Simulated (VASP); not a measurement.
# G0W0 gap of ZnSe (Stilleite) against strain, part 3 of 4

How does the quasiparticle gap of ZnSe (Stilleite) follow strain, and does the starting functional get the slope right? The cell is of the zinc-blende type, one of the forms listed for this formula, which need not be the common one. The start is a cell from a database of measured crystal structures.

VASP 6.6.1, plane waves and PAW; the level of theory is named at each step.

So far, quasiparticle gap on the mesh (eV): step 4 (G0W0) 2.45. Also gap on the k-mesh (eV): step 3 (empty bands) 1.28; step 5 (ground state of a strained cell, scale 0.94) 1.53.

**7. G0W0, scale 0.94**

This step: G0W0 on PBE; plane waves and PAW (Se_GW, Zn_GW) (VASP 6.6.1).

G0W0 on the strained cell, with unchanged settings.

The input, INCAR:

```
SYSTEM = ZnSe
PREC = Accurate
ENCUT = 350
ISMEAR = 0
SIGMA = 0.01
LREAL = .FALSE.
GGA = PE
NBANDS = 192
ALGO = EVGW0
NELMGW = 1
ENCUTGW = 150
NOMEGA = 48
PRECFOCK = Fast
NBANDSGW = 24
LWAVE = .FALSE.
LCHARG = .FALSE.
```

The input, POSCAR:

```
ZnSe
1.0
    0.0000000000      2.7759511149      2.7759511149
    2.7759511149      0.0000000000      2.7759511149
    2.7759511149      2.7759511149      0.0000000000
Se Zn
1 1
Direct
    0.7500000000      0.7500000000      0.7500000000
    0.0000000000      0.0000000000      0.0000000000
```

The input, KPOINTS:

```
Automatic mesh
0
Gamma
6 6 6
0 0 0
```

PAW data sets: Se_GW and Zn_GW (PBE family, release 64).

Started as:

```bash
mpirun -np 8 vasp_std
```

The program printed:

```text
[banner, memory and clock lines left out]
running    8 mpi-ranks, on    1 nodes
[...]
[... a notice as in an earlier step ...]

 [... a notice as in an earlier step ...]

 LDA part: xc-table for (Slater+PW92), standard interpolation
 found WAVECAR, reading the header
 POSCAR, INCAR and KPOINTS ok, starting setup
[...]
reading WAVECAR
 the WAVECAR file was read successfully
 initial charge from wavefunction
 available memory per node:     94.55 GB, setting MAXMEM to     96821

 The Fermi energy was updated, please check that it is located mid-gap
 values below the HOMO (VB) or above the LUMO (CB) will cause erroneous energies
 E-fermi :   4.0312

 calculate exact exchange contribution
 the WAVEDER file was read successfully
energies w=
    0.000    0.000    0.607    0.000    1.211    0.000    1.810    0.000
    2.403    0.000    2.987    0.000    3.561    0.000    4.125    0.000
    4.679    0.000    5.222    0.000    5.756    0.000    6.281    0.000
[...]
total number of BLAS operations       4732.71 Gflops
NQ=  12   -0.3333    0.3333    0.0000,
|.........|.........|.........|.........|.........|.........|.........|.........
 performed      21140000 updates of chi_q(r,r)
 total number of BLAS operations       5281.63 Gflops
NQ=  13    0.5000    0.5000    0.0000,
|.........|.........|.........|.........|.........|.........|.........|.........
 performed      22275000 updates of chi_q(r,r)
 total number of BLAS operations       5609.55 Gflops
NQ=  14    0.5000    0.3333    0.1667,
|.........|.........|.........|.........|.........|.........|.........|.........
 performed      24829000 updates of chi_q(r,r)
 total number of BLAS operations       6257.09 Gflops
NQ=  15   -0.3333    0.3333    0.1667,
|.........|.........|.........|.........|.........|.........|.........|.........
 performed      27236000 updates of chi_q(r,r)
 total number of BLAS operations       6881.05 Gflops
NQ=  16   -0.3333    0.5000    0.1667,
|.........|.........|.........|.........|.........|.........|.........|.........
 performed      29228000 updates of chi_q(r,r)
 total number of BLAS operations       7409.06 Gflops
 resolving degeneracies of screened two electron integrals

 calculate QP shifts <psi_nk| G(iteration)W_0 |psi_nk>: iteration 1
 entering main loop
```

Run time: 4.6 min. Hardware: 8 MPI ranks of AMD EPYC 7R43, shared host; peak memory 2 GiB.

OUTCAR, selected parts (step 7):

```text
 QP shifts <psi_nk| G(iteration)W_0 |psi_nk>: iteration 1
 for sc-GW calculations column KS-energies equals QP-energies in previous step
 and V_xc(KS)=  KS-energies - (<T + V_ion + V_H > + <T+V_H+V_ion>^1  + <V_x>^1)
 k-point   1 :       0.0000    0.0000    0.0000
  band No.  KS-energies  QP-energies   sigma(KS)   V_xc(KS)     V^pw_x(r,r')   Z            occupation Imag(sigma)
    ...
      6      -3.0894      -4.7331     -22.8981     -20.5015     -31.9358       0.6858       2.0000       0.1756
      7       3.2662       2.4317     -14.9045     -13.8243     -16.7770       0.7726       2.0000       0.0632
      8       3.2662       2.4317     -14.9045     -13.8243     -16.7770       0.7726       2.0000       0.0632
      9       3.2662       2.4317     -14.9045     -13.8243     -16.7770       0.7726       2.0000       0.0632
     10       4.7962       5.1922      -9.9851     -10.4828      -6.3072       0.7956       0.0000      -0.0657
     11       9.0356       9.2935      -9.6452      -9.9754      -5.2838       0.7812       0.0000      -0.0832
     12       9.0356       9.2935      -9.6452      -9.9754      -5.2838       0.7812       0.0000      -0.0832
     13       9.0356       9.2935      -9.6452      -9.9754      -5.2838       0.7812       0.0000      -0.0832
    ...

[... 2 parts as in an earlier step ...]

[... 1 further part left out ...]
[key lines of the parts left out:]
E-fermi :   4.0312
```

The gap is now 2.760 eV, +307 meV against the unstrained cell. Spin-orbit coupling is left out.

**8. Ground state of a strained cell, scale 0.97**

This step: PBE; plane waves and PAW (Se_GW, Zn_GW) (VASP 6.6.1).

The volume is scaled by 0.97, at the same cutoff, mesh and band count, and the chain is run again.

The input, INCAR:

```
SYSTEM = ZnSe
PREC = Accurate
ENCUT = 350
EDIFF = 1E-08
NELM = 100
ISMEAR = 0
SIGMA = 0.01
LREAL = .FALSE.
ALGO = Normal
GGA = PE
NBANDS = 15
LORBIT = 11
LWAVE = .TRUE.
LCHARG = .FALSE.
KPAR = 8
```

The input, POSCAR:

```
ZnSe
1.0
    0.0000000000      2.8051738004      2.8051738004
    2.8051738004      0.0000000000      2.8051738004
    2.8051738004      2.8051738004      0.0000000000
Se Zn
1 1
Direct
    0.7500000000      0.7500000000      0.7500000000
    0.0000000000      0.0000000000      0.0000000000
```

KPOINTS is that of step 7.

Started as:

```bash
mpirun -np 8 vasp_std
```

The program printed:

```text
[... set-up lines as in an earlier step ...]
 entering main loop
       N       E                     dE             d eps       ncg     rms          rms(c)
DAV:   1     0.106671860301E+03    0.10667E+03   -0.71416E+03   501   0.153E+03
DAV:   2     0.454084368940E+00   -0.10622E+03   -0.98687E+02   536   0.279E+02
DAV:   3    -0.618697976500E+01   -0.66411E+01   -0.65888E+01   702   0.690E+01
DAV:   4    -0.628386842797E+01   -0.96889E-01   -0.96863E-01   611   0.695E+00
[...]
DAV:  12    -0.598878019392E+01   -0.78722E-06   -0.10237E-06   659   0.931E-03    0.892E-04
DAV:  13    -0.598878049447E+01   -0.30056E-06   -0.17062E-07   543   0.290E-03    0.245E-04
DAV:  14    -0.598878049091E+01    0.35682E-08   -0.72175E-09   534   0.178E-03
   1 F= -.59887805E+01 E0= -.59887805E+01  d E =-.640356E-31
 writing wavefunctions
```

Elapsed: 3 s, on 8 MPI ranks; peak memory 0.9 GiB.

From OUTCAR (step 8):

```text
  Total        1.1808643      1.1808643      1.1808643     -0.0000000      0.0000000      0.0000000
  in kB       42.8549756     42.8549756     42.8549756     -0.0000000      0.0000000      0.0000000
  external PRESSURE =      42.8549756 kB  Pullay stress =       0.0000000 kB

 POSITION                                       TOTAL-FORCE (eV/Angst)
 -----------------------------------------------------------------------------------
      4.20776      4.20776      4.20776         0.000000      0.000000      0.000000
      0.00000      0.00000      0.00000        -0.000000     -0.000000     -0.000000
 -----------------------------------------------------------------------------------
    total drift:                                0.000001      0.000001      0.000001

  FREE ENERGIE OF THE ION-ELECTRON SYSTEM (eV)
  ---------------------------------------------------
  free  energy   TOTEN  =        -5.9887804909 eV

  energy  without entropy=       -5.9887804909  energy(sigma->0) =       -5.98878049

[... 1 part as in an earlier step ...]

[... 2 further parts left out ...]
[key lines of the parts left out:]
E-fermi :   3.0258
```

The run ends at a pressure of 4.29 GPa.

**9. Empty bands, scale 0.97**

The empty bands are made again, for the run that follows.

The input, INCAR:

```
SYSTEM = ZnSe
PREC = Accurate
ENCUT = 350
ISMEAR = 0
SIGMA = 0.01
LREAL = .FALSE.
GGA = PE
NBANDS = 192
ALGO = Exact
NELM = 1
LWAVE = .TRUE.
LCHARG = .FALSE.
LOPTICS = .TRUE.
NEDOS = 1000
CSHIFT = 0.1
```

POSCAR is that of step 8.

KPOINTS is that of step 8.

Started as:

```bash
mpirun -np 8 vasp_std
```

The program printed:

```text
[... set-up lines as in an earlier step ...]
 entering main loop
       N       E                     dE             d eps       ncg     rms          rms(c)
DIA:   1    -0.598878049780E+01   -0.59888E+01    0.00000E+00     0   0.000E+00
   1 F= -.59887805E+01 E0= -.59887805E+01  d E =-.175918E-38
 writing wavefunctions
 optical routines
 imaginary and real dielectric function
 recalculating local potential from charge density
 direction            1
 direction            2
 direction            3
```

Wall time 5.6 s (8 MPI ranks); peak memory 0.83 GiB.

From OUTCAR (step 9):

```text
  Total        1.1797111      1.1797111      1.1797111     -0.0000000      0.0000000     -0.0000000
  in kB       42.8131243     42.8131243     42.8131243     -0.0000000      0.0000000     -0.0000000
  external PRESSURE =      42.8131243 kB  Pullay stress =       0.0000000 kB

 POSITION                                       TOTAL-FORCE (eV/Angst)
 -----------------------------------------------------------------------------------
      4.20776      4.20776      4.20776        -0.000000      0.000000     -0.000000
      0.00000      0.00000      0.00000         0.000000     -0.000000      0.000000
 -----------------------------------------------------------------------------------
    total drift:                                0.000001      0.000001      0.000001

  FREE ENERGIE OF THE ION-ELECTRON SYSTEM (eV)
  ---------------------------------------------------
  free  energy   TOTEN  =        -5.9887804978 eV

  energy  without entropy=       -5.9887804978  energy(sigma->0) =       -5.98878050

[... 2 parts as in an earlier step ...]

[... 1 further part left out ...]
[key lines of the parts left out:]
E-fermi :   3.0361
```

**10. G0W0, scale 0.97**

This step: G0W0 on PBE; plane waves and PAW (Se_GW, Zn_GW) (VASP 6.6.1).

The input, INCAR:

```
SYSTEM = ZnSe
PREC = Accurate
ENCUT = 350
ISMEAR = 0
SIGMA = 0.01
LREAL = .FALSE.
GGA = PE
NBANDS = 192
ALGO = EVGW0
NELMGW = 1
ENCUTGW = 150
NOMEGA = 48
PRECFOCK = Fast
NBANDSGW = 24
LWAVE = .FALSE.
LCHARG = .FALSE.
```

POSCAR is that of step 9.

KPOINTS is that of step 9.

Started as:

```bash
mpirun -np 8 vasp_std
```

The program printed:

```text
[banner, memory and clock lines left out]
running    8 mpi-ranks, on    1 nodes
[...]
[... a notice as in an earlier step ...]

 [... a notice as in an earlier step ...]

 LDA part: xc-table for (Slater+PW92), standard interpolation
 found WAVECAR, reading the header
 POSCAR, INCAR and KPOINTS ok, starting setup
[...]
reading WAVECAR
 the WAVECAR file was read successfully
 initial charge from wavefunction
 available memory per node:     94.68 GB, setting MAXMEM to     96951

 The Fermi energy was updated, please check that it is located mid-gap
 values below the HOMO (VB) or above the LUMO (CB) will cause erroneous energies
 E-fermi :   3.6468

 calculate exact exchange contribution
 the WAVEDER file was read successfully
energies w=
    0.000    0.000    0.595    0.000    1.188    0.000    1.775    0.000
    2.357    0.000    2.929    0.000    3.493    0.000    4.046    0.000
    4.589    0.000    5.122    0.000    5.645    0.000    6.160    0.000
[...]
total number of BLAS operations       5001.75 Gflops
NQ=  12   -0.3333    0.3333    0.0000,
|.........|.........|.........|.........|.........|.........|.........|.........
 performed      21140000 updates of chi_q(r,r)
 total number of BLAS operations       5550.66 Gflops
NQ=  13    0.5000    0.5000    0.0000,
|.........|.........|.........|.........|.........|.........|.........|.........
 performed      22275000 updates of chi_q(r,r)
 total number of BLAS operations       5878.58 Gflops
NQ=  14    0.5000    0.3333    0.1667,
|.........|.........|.........|.........|.........|.........|.........|.........
 performed      24829000 updates of chi_q(r,r)
 total number of BLAS operations       6608.63 Gflops
NQ=  15   -0.3333    0.3333    0.1667,
|.........|.........|.........|.........|.........|.........|.........|.........
 performed      27236000 updates of chi_q(r,r)
 total number of BLAS operations       7274.88 Gflops
NQ=  16   -0.3333    0.5000    0.1667,
|.........|.........|.........|.........|.........|.........|.........|.........
 performed      29228000 updates of chi_q(r,r)
 total number of BLAS operations       7838.27 Gflops
 resolving degeneracies of screened two electron integrals

 calculate QP shifts <psi_nk| G(iteration)W_0 |psi_nk>: iteration 1
 entering main loop
```

Run time: 4.4 min. Hardware: 8 MPI ranks; peak memory 2 GiB.

OUTCAR, selected parts (step 10):

```text
 QP shifts <psi_nk| G(iteration)W_0 |psi_nk>: iteration 1
 for sc-GW calculations column KS-energies equals QP-energies in previous step
 and V_xc(KS)=  KS-energies - (<T + V_ion + V_H > + <T+V_H+V_ion>^1  + <V_x>^1)
 k-point   1 :       0.0000    0.0000    0.0000
  band No.  KS-energies  QP-energies   sigma(KS)   V_xc(KS)     V^pw_x(r,r')   Z            occupation Imag(sigma)
    ...
      6      -3.3111      -4.9495     -22.9057     -20.5033     -31.9405       0.6820       2.0000       0.1760
      7       2.9468       2.1226     -14.7660     -13.6941     -16.6172       0.7689       2.0000       0.0641
      8       2.9468       2.1226     -14.7660     -13.6941     -16.6172       0.7689       2.0000       0.0641
      9       2.9468       2.1226     -14.7660     -13.6941     -16.6172       0.7689       2.0000       0.0641
     10       4.3468       4.7303      -9.9336     -10.4171      -6.3265       0.7933       0.0000      -0.0657
     11       8.7323       8.9845      -9.5401      -9.8646      -5.1845       0.7772       0.0000      -0.0860
     12       8.7323       8.9845      -9.5401      -9.8646      -5.1845       0.7772       0.0000      -0.0860
     13       8.7323       8.9845      -9.5401      -9.8646      -5.1845       0.7772       0.0000      -0.0860
    ...

[... 2 parts as in an earlier step ...]

[... 1 further part left out ...]
[key lines of the parts left out:]
E-fermi :   3.6468
```

The gap is now 2.608 eV, +154 meV against the unstrained cell. Spin-orbit coupling is left out.

**11. Ground state of a strained cell, scale 1.03**

This step: PBE; plane waves and PAW (Se_GW, Zn_GW) (VASP 6.6.1).

The volume is scaled by 1.03, at the same cutoff, mesh and band count, and the chain is run again.

The input, INCAR:

```
SYSTEM = ZnSe
PREC = Accurate
ENCUT = 350
EDIFF = 1E-08
NELM = 100
ISMEAR = 0
SIGMA = 0.01
LREAL = .FALSE.
ALGO = Normal
GGA = PE
NBANDS = 15
LORBIT = 11
LWAVE = .TRUE.
LCHARG = .FALSE.
KPAR = 8
```

The input, POSCAR:

```
ZnSe
1.0
    0.0000000000      2.8618592506      2.8618592506
    2.8618592506      0.0000000000      2.8618592506
    2.8618592506      2.8618592506      0.0000000000
Se Zn
1 1
Direct
    0.7500000000      0.7500000000      0.7500000000
    0.0000000000      0.0000000000      0.0000000000
```

KPOINTS is that of step 10.

Started as:

```bash
mpirun -np 8 vasp_std
```

The program printed:

```text
[... set-up lines as in an earlier step ...]
 entering main loop
       N       E                     dE             d eps       ncg     rms          rms(c)
DAV:   1     0.107425524061E+03    0.10743E+03   -0.71220E+03   487   0.154E+03
DAV:   2     0.440547295593E+00   -0.10698E+03   -0.10017E+03   558   0.273E+02
DAV:   3    -0.621068209657E+01   -0.66512E+01   -0.65881E+01   724   0.682E+01
DAV:   4    -0.632034481399E+01   -0.10966E+00   -0.10963E+00   566   0.736E+00
[...]
DAV:  14    -0.602850151643E+01   -0.10022E-07   -0.97433E-09   524   0.217E-03    0.989E-05
DAV:  15    -0.602850153358E+01   -0.17145E-07   -0.21616E-09   401   0.580E-04    0.190E-05
DAV:  16    -0.602850153293E+01    0.65074E-09   -0.88633E-10   359   0.724E-04
   1 F= -.60285015E+01 E0= -.60285015E+01  d E =-.266280E-39
 writing wavefunctions
```

Wall time 4.4 s (8 MPI ranks); peak memory 1 GiB.

From OUTCAR (step 11):

```text
  Total        0.0812570      0.0812570      0.0812570      0.0000000      0.0000000     -0.0000000
  in kB        2.7771309      2.7771309      2.7771309      0.0000000      0.0000000     -0.0000000
  external PRESSURE =       2.7771309 kB  Pullay stress =       0.0000000 kB

 POSITION                                       TOTAL-FORCE (eV/Angst)
 -----------------------------------------------------------------------------------
      4.29279      4.29279      4.29279        -0.000000     -0.000000     -0.000000
      0.00000      0.00000      0.00000         0.000000      0.000000      0.000000
 -----------------------------------------------------------------------------------
    total drift:                               -0.000000     -0.000000     -0.000000

  FREE ENERGIE OF THE ION-ELECTRON SYSTEM (eV)
  ---------------------------------------------------
  free  energy   TOTEN  =        -6.0285015329 eV

  energy  without entropy=       -6.0285015329  energy(sigma->0) =       -6.02850153

[... 1 part as in an earlier step ...]

[... 2 further parts left out ...]
[key lines of the parts left out:]
E-fermi :   2.4597
```

The run ends at a pressure of 0.28 GPa.

**12. Empty bands, scale 1.03**

The empty bands are made again, for the run that follows.

The input, INCAR:

```
SYSTEM = ZnSe
PREC = Accurate
ENCUT = 350
ISMEAR = 0
SIGMA = 0.01
LREAL = .FALSE.
GGA = PE
NBANDS = 192
ALGO = Exact
NELM = 1
LWAVE = .TRUE.
LCHARG = .FALSE.
LOPTICS = .TRUE.
NEDOS = 1000
CSHIFT = 0.1
```

POSCAR is that of step 11.

KPOINTS is that of step 11.

Started as:

```bash
mpirun -np 8 vasp_std
```

The program printed:

```text
[... set-up lines as in an earlier step ...]
 entering main loop
       N       E                     dE             d eps       ncg     rms          rms(c)
DIA:   1    -0.602850153250E+01   -0.60285E+01    0.00000E+00     0   0.000E+00
   1 F= -.60285015E+01 E0= -.60285015E+01  d E =-.319308E-50
 writing wavefunctions
 optical routines
 imaginary and real dielectric function
 recalculating local potential from charge density
 direction            1
 direction            2
 direction            3
```

The job ended after 6.6 s (8 MPI ranks; peak memory 0.88 GiB; 48 s of CPU time).

OUTCAR, selected parts (step 12):

```text
  Total        0.0791970      0.0791970      0.0791970      0.0000000      0.0000000      0.0000000
  in kB        2.7067286      2.7067286      2.7067286      0.0000000      0.0000000      0.0000000
  external PRESSURE =       2.7067286 kB  Pullay stress =       0.0000000 kB

  FREE ENERGIE OF THE ION-ELECTRON SYSTEM (eV)
  ---------------------------------------------------
  free  energy   TOTEN  =        -6.0285015325 eV

  energy  without entropy=       -6.0285015325  energy(sigma->0) =       -6.02850153

[... 3 parts as in an earlier step ...]

[... 1 further part left out ...]
[key lines of the parts left out:]
E-fermi :   2.4727
```

[end of part 3 of 4]

[Lines on the potential files, build, host, timing and source positions are cut from VASP's logs without a mark.]

[Logs are printed without paths, hosts, clocks, repeated set-up lines and the standing remarks that a program may print on its own settings, such as how far it seeks lower states.]

[Hosts, paths, dates, database ids (printed as entryN), source tags and the programs' standing remarks are cut or masked in the printed files.]

[Pressures printed for these runs are not shown converged in the cutoff: they can be off by several GPa and have the wrong sign.]

[In band tables of VASP the shares of atoms and orbitals are scaled to a sum of 1 inside the atoms' spheres.]
